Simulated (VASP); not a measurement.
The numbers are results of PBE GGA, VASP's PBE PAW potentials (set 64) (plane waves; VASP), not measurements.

Input for VASP

POSCAR:
```
Ga35CN35
1.0
  4.8683178927  -8.4321738171   0.0000000000
  4.8683178927   8.4321738171   0.0000000000
  0.0000000000   0.0000000000  10.5562839806
Ga N C
35 35 1
Cartesian
  1.6627398980  -0.9540077135   2.6717426941
  1.6227710081   0.9369072650   0.0000000000
  1.6246063640  -0.9288882677   7.9319917830
  1.6726517933   0.9694554559   5.2693169369
  3.2455420163   1.8738145300   2.6390709951
  3.2455468846   3.7476374921   0.0000000000
  3.2455420163   1.8738145300   7.9172129854
  3.2455468846   3.7476374921   5.2781419903
  4.8683178927   4.6845447571   2.6390709951
  4.8683178927   6.5583592871   0.0000000000
  4.8683178927   4.6845447571   7.9172129854
  4.8683178927   6.5583592871   5.2781419903
  3.2006609936  -3.7789039927   2.6822673092
  3.2455420163  -1.8738145300   0.0000000000
  3.2468613304  -3.7637766728   7.9334907753
  4.8673393608  -0.9840599810   2.6203019222
  4.8683178927   0.9369156972   0.0000000000
  4.8963009839  -0.9695313455   7.9460210844
  4.8793056862   0.8902942081   5.2843701978
  6.4910937691   1.8738145300   2.6390709951
  6.4910889008   3.7476374921   0.0000000000
  6.4910937691   1.8738145300   7.9172129854
  6.4910889008   3.7476374921   5.2781419903
  4.8683178927  -6.5583592871   2.6390709951
  4.8683178927  -4.6845447571   0.0000000000
  4.8683178927  -6.5583592871   7.9172129854
  4.8954295550  -4.6403685985   5.2299736665
  6.4910889008  -3.7476374921   2.6390709951
  6.4910937691  -1.8738145300   0.0000000000
  6.4910889008  -3.7476374921   7.9172129854
  6.5323235534  -1.8315609070   5.2518673995
  8.1138647773  -0.9369072650   2.6390709951
  8.1138647773   0.9369072650   0.0000000000
  8.1138647773  -0.9369072650   7.9172129854
  8.1138647773   0.9369072650   5.2781419903
  1.6258088385  -0.9451707953   4.6121882591
  1.6227710081   0.9369072650   1.9898595303
  1.6227710081  -0.9369072650   9.9070725158
  1.6227710081   0.9369072650   7.2680015206
  3.2455420163   1.8738145300   4.6289305255
  3.2455468846   3.7476374921   1.9898595303
  3.2455420163   1.8738145300   9.9070725158
  3.2455468846   3.7476374921   7.2680015206
  4.8683178927   4.6845447571   4.6289305255
  4.8683178927   6.5583592871   1.9898595303
  4.8683178927   4.6845447571   9.9070725158
  4.8683178927   6.5583592871   7.2680015206
  3.2113080048  -3.7325523332   4.6036693379
  3.2455420163  -1.8738145300   1.9898595303
  3.2455468846  -3.7476374921   9.9070725158
  3.2065808682  -1.8524052407   7.2379477802
  4.8683178927   0.9369156972   1.9898595303
  4.8683178927  -0.9369156972   9.9070725158
  4.8683178927   0.9369156972   7.2680015206
  6.4910937691   1.8738145300   4.6289305255
  6.4910889008   3.7476374921   1.9898595303
  6.4910937691   1.8738145300   9.9070725158
  6.4910889008   3.7476374921   7.2680015206
  4.8683178927  -6.5583592871   4.6289305255
  4.8683178927  -4.6845447571   1.9898595303
  4.8683178927  -6.5583592871   9.9070725158
  4.8683178927  -4.6845447571   7.2680015206
  6.4910889008  -3.7476374921   4.6289305255
  6.4910937691  -1.8738145300   1.9898595303
  6.4910889008  -3.7476374921   9.9070725158
  6.4910937691  -1.8738145300   7.2680015206
  8.1138647773  -0.9369072650   4.6289305255
  8.1138647773   0.9369072650   1.9898595303
  8.1138647773  -0.9369072650   9.9070725158
  8.1138647773   0.9369072650   7.2680015206
  4.8548715987  -0.9035242888   4.6061817335
```

### INCAR
```
ALGO = Fast
EDIFF = 1E-5
EDIFFG = -0.03
ENCUT = 400
GGA = PE
IBRION = 2
ISIF = 2
ISMEAR = 0
ISPIN = 2
ISYM = 0
LASPH = .TRUE.
LCHARG = .FALSE.
LMAXMIX = 4
LORBIT = 10
LREAL = Auto
LWAVE = .TRUE.
MAGMOM = 71*0.0423
NELECT = 283.0
NELM = 100
NELMIN = 4
NSW = 70
NUPDOWN = 3
PREC = Normal
SIGMA = 0.05
SYSTEM = Ga35CN35
```

**KPOINTS**
```
Automatic mesh
0
G
1 1 1
```

POTCAR, in this order: Ga N C (PBE.64 set). Program: vasp_gam.

**Question.** What will the output report for the number of irreducible k-points (NKPTS), largest plane-wave count, FFT grid (NGX, NGY, NGZ)?

**Answer.** 
```
Property                                      Result
--------------------------------------  ------------
number of irreducible k-points (NKPTS)             1
largest plane-wave count                        7908
FFT grid (NGX, NGY, NGZ)                48 × 48 × 54
```

The cell is a supercell with a defect, built from GaN (wurtzite): C_N-vac_Ga, charge +1.
